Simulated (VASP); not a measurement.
# W: a series in a change of volume

How do stress and energy of W follow a change of volume?

Program: VASP 6.6.1. Level of theory: PBEsol; plane waves and PAW (W_sv), in the first sound run; inputs show where later runs differ. Results are calculated unless marked as measured.

**1. The starting structure**

It takes space group Im-3m (No. 229, cubic). The conventional cell has a = 3.160 Å, b = 3.160 Å, c = 3.160 Å, α = 90.00°, β = 90.00°, γ = 90.00°. W has 8 W at 2.74 Å nearest.

**2. Relax the crystal, PBEsol**

The series starts from the cell that this level prefers, so that zero strain is near zero stress.

Level: PBEsol; plane waves and PAW (W_sv).

Input file INCAR:

```
SYSTEM = W
PREC = Accurate
ENCUT = 450
EDIFF = 1E-07
NELM = 120
ISMEAR = 1
SIGMA = 0.15
LREAL = .FALSE.
ALGO = Normal
GGA = PS
NBANDS = 13
LASPH = .TRUE.
LORBIT = 11
LWAVE = .FALSE.
LCHARG = .FALSE.
KPAR = 8
IBRION = 2
NSW = 40
ISIF = 3
EDIFFG = -0.005
POTIM = 0.4
```

Input file POSCAR:

```
W
1.0
   -1.5800000000      1.5800000000      1.5800000000
    1.5800000000     -1.5800000000      1.5800000000
    1.5800000000      1.5800000000     -1.5800000000
W
1
Direct
    0.0000000000      0.0000000000      0.0000000000
```

Input file KPOINTS:

```
Automatic mesh
0
Gamma
26 26 26
0 0 0
```

Potentials, in the order of the species: W_sv (PBE family, release 64).

Launch:

```bash
> mpirun -np 8 vasp_std
```

The program printed:

```text
[banner, memory and clock lines left out]
running    8 mpi-ranks, on    1 nodes
[...]
|                                                                             |
|           W    W    AA    RRRRR   N    N  II  N    N   GGGG   !!!           |
|           W    W   A  A   R    R  NN   N  II  NN   N  G    G  !!!           |
|           W    W  A    A  R    R  N N  N  II  N N  N  G       !!!           |
|           W WW W  AAAAAA  RRRRR   N  N N  II  N  N N  G  GGG   !            |
|           WW  WW  A    A  R   R   N   NN  II  N   NN  G    G                |
|           W    W  A    A  R    R  N    N  II  N    N   GGGG   !!!           |
|                                                                             |
|     For optimal performance we recommend to set                             |
|       NCORE = 2 up to number-of-cores-per-socket                            |
|     NCORE specifies how many cores store one orbital (NPAR=cpu/NCORE).      |
|     This setting can greatly improve the performance of VASP for DFT.       |
[...]
DAV:   5    -0.138036781984E+02    0.55676E-05   -0.15802E-05 15231   0.515E-02    0.187E-03
DAV:   6    -0.138036780657E+02    0.13272E-06   -0.27558E-07 13389   0.625E-03    0.790E-04
DAV:   7    -0.138036781079E+02   -0.42240E-07   -0.60559E-09  7418   0.104E-03
   2 F= -.13803678E+02 E0= -.13803709E+02  d E =0.143673E-02
 trial-energy change:    0.001437  1 .order    0.001459   -0.001694    0.004612
 step:   0.2729(harm=  0.2686)  dis= 0.00000  next Energy=   -13.805346 (dE=-0.232E-03)
[...]
N       E                     dE             d eps       ncg     rms          rms(c)
DAV:   1    -0.138191133169E+02   -0.15435E-01   -0.26267E-01 13556   0.773E+00    0.155E+00
DAV:   2    -0.138073344512E+02    0.11779E-01   -0.13320E-02 13461   0.153E+00    0.361E-01
DAV:   3    -0.138053362618E+02    0.19982E-02   -0.39753E-03 14106   0.831E-01    0.266E-01
DAV:   4    -0.138053502180E+02   -0.13956E-04   -0.14953E-04 13926   0.143E-01    0.425E-02
DAV:   5    -0.138053475966E+02    0.26214E-05   -0.74631E-06 15031   0.347E-02    0.133E-03
DAV:   6    -0.138053476740E+02   -0.77406E-07   -0.11257E-07 10648   0.407E-03
   3 F= -.13805348E+02 E0= -.13805365E+02  d E =-.232839E-03
[...]
reached required accuracy - stopping structural energy minimisation
```

Wall time 20 s (8 MPI ranks of Intel Xeon Platinum 8259CL at 2.50GHz (Skylake/Cascade Lake), shared host); peak memory 1.6 GiB.

The logs omit lines about the potential files and the build; timing stands in the text.

From OUTCAR (step 2):

```text
  Total        0.0007943      0.0007943      0.0007943     -0.0000000      0.0000000     -0.0000000
  in kB        0.0809650      0.0809650      0.0809650     -0.0000000      0.0000000     -0.0000000
  external PRESSURE =       0.0809650 kB  Pullay stress =       0.0000000 kB

 POSITION                                       TOTAL-FORCE (eV/Angst)
 -----------------------------------------------------------------------------------
      0.00000      0.00000      0.00000        -0.000000      0.000000     -0.000000
 -----------------------------------------------------------------------------------
    total drift:                                0.000000     -0.000000     -0.000000

  FREE ENERGIE OF THE ION-ELECTRON SYSTEM (eV)
  ---------------------------------------------------
  free  energy   TOTEN  =       -13.8053476740 eV

  energy  without entropy=      -13.8053981924  energy(sigma->0) =      -13.80536451

 reached required accuracy - stopping structural energy minimisation

[... 3 further parts left out ...]
[key lines of the parts left out:]
E-fermi :  11.4150
```

This run gave:

* energy(sigma→0) of the program: -13.8054 eV
* stress, compression positive: xx, yy, zz 0.01, 0.01, 0.01 GPa
* volume: 15.717 Å³
* ionic steps: 3

**3. Relax at fixed volume, PBEsol**

One member in full: the volume is scaled by 0.94, and the cell is held.

Level: PBEsol; plane waves and PAW (W_sv).

INCAR: that of step 2 with these lines changed.

```diff
@@ -15,7 +15,8 @@
 LCHARG = .FALSE.
-KPAR = 8
+KPAR = 2
 IBRION = 2
 NSW = 40
-ISIF = 3
-EDIFFG = -0.005
+ISIF = 2
+EDIFFG = -0.004
 POTIM = 0.4
+MAXMIX = 40
```

Input file POSCAR:

```
W
1.0
   -1.5457748054      1.5457748054      1.5457748054
    1.5457748054     -1.5457748054      1.5457748054
    1.5457748054      1.5457748054     -1.5457748054
W
1
Direct
    0.0000000000      0.0000000000      0.0000000000
```

KPOINTS is that of step 2.

Launch:

```bash
> mpirun -np 2 vasp_std
```

The program printed:

```text
[banner, memory and clock lines left out]
running    2 mpi-ranks, on    1 nodes
[...]
[... a notice as in an earlier step ...]

 LDA part: xc-table for (Slater+PW92), standard interpolation
 POSCAR, INCAR and KPOINTS ok, starting setup
[...]
entering main loop
       N       E                     dE             d eps       ncg     rms          rms(c)
DAV:   1     0.774359069055E+02    0.77436E+02   -0.68909E+03 13372   0.113E+03
DAV:   2    -0.129285807143E+02   -0.90364E+02   -0.86711E+02 14821   0.299E+02
DAV:   3    -0.143685807890E+02   -0.14400E+01   -0.14361E+01 14681   0.373E+01
DAV:   4    -0.143735500959E+02   -0.49693E-02   -0.49692E-02 14661   0.240E+00
[...]
DAV:   9    -0.137408227937E+02    0.10060E-04   -0.56882E-05 15430   0.896E-02    0.482E-02
DAV:  10    -0.137408208740E+02    0.19197E-05   -0.10708E-05 14651   0.460E-02    0.961E-04
DAV:  11    -0.137408209605E+02   -0.86504E-07   -0.19387E-07 12503   0.508E-03
   1 F= -.13740821E+02 E0= -.13740982E+02  d E =-.137408E+02
[...]
reached required accuracy - stopping structural energy minimisation
```

Wall time 25 s (2 MPI ranks); peak memory 0.35 GiB; 48 s of CPU time.

OUTCAR, selected parts (step 3):

```text
  Total        2.1188200      2.1188200      2.1188200     -0.0000000     -0.0000000      0.0000000
  in kB      229.7766923    229.7766923    229.7766923     -0.0000000     -0.0000000      0.0000000
  external PRESSURE =     229.7766923 kB  Pullay stress =       0.0000000 kB

 POSITION                                       TOTAL-FORCE (eV/Angst)
 -----------------------------------------------------------------------------------
      0.00000      0.00000      0.00000        -0.000000     -0.000000     -0.000000
 -----------------------------------------------------------------------------------
    total drift:                                0.000000     -0.000000      0.000000

  FREE ENERGIE OF THE ION-ELECTRON SYSTEM (eV)
  ---------------------------------------------------
  free  energy   TOTEN  =       -13.7408209605 eV

  energy  without entropy=      -13.7413041444  energy(sigma->0) =      -13.74098202

[... 2 parts as in an earlier step ...]

[... 2 further parts left out ...]
[key lines of the parts left out:]
E-fermi :  12.3515
```

This run gave:

| Quantity | Value |
| --- | --- |
| energy(sigma→0) of the program | -13.7410 eV |
| stress, compression positive | xx, yy, zz 22.98, 22.98, 22.98 GPa |
| ionic steps | 1 |

**4. The whole series**

The other members went through these steps as far as the tables show, with the same cutoff and, step by step, the same mesh; 8 runs are not shown. The session took 0.18 core hours (wall time by ranks) on a shared machine.

| volume over the relaxed volume | volume (Å³/atom) | pressure (GPa) | energy above the unstrained row, extrapolated to no smearing (meV/atom) |
| --- | --- | --- | --- |
| 0.940 | 14.774 | 22.978 | 64.348 |
| 0.960 | 15.088 | 14.473 | 27.645 |
| 0.980 | 15.403 | ? | ? |
| 0.990 | 15.560 | 3.334 | 1.691 |
| 1 | 15.717 | 0.002 | 0.000 |
| 1.010 | 15.874 | -3.158 | 1.485 |
| 1.020 | 16.031 | -6.156 | 5.987 |
| 1.040 | 16.346 | -11.703 | 23.427 |
| 1.060 | 16.660 | -16.704 | 51.200 |

**5. A fit to the known rows**

A least-squares cubic through the 8 rows shown, with u the logarithm of the volume ratio: pressure = − 920.1 u³ + 701.0 u² − 324.4 u + 0.001053 (GPa), r.m.s. residual 0.0014 GPa.

For the withheld row, u = -0.02020, the fit gives 6.849 GPa.

**6. The withheld row**

The calculation gives 6.848 GPa, so the prediction is 0.001 GPa too high.

A cubic of the pressure in ln(V/V₀) through all rows has the slope −B at V₀: B = 324 GPa, and its curvature gives B′ = 4.3.

**7. Results**

```
error of the predicted pressure : 0.001 GPa
bulk modulus                    : 324 GPa
```

**Reading.** These are static values: temperature and zero-point motion are left out. In a metal the slopes also depend on mesh and smearing, which were held through the series.

[Lines on the potential files, build, host, timing and source positions are cut from VASP's logs without a mark.]

[Logs are printed without paths, hosts, clocks, repeated set-up lines and the standing remarks that a program may print on its own settings, such as how far it seeks lower states.]

[Hosts, paths, dates, database ids (printed as entryN), source tags and the programs' standing remarks are cut or masked in the printed files.]

[In band tables of VASP the shares of atoms and orbitals are scaled to a sum of 1 inside the atoms' spheres.]
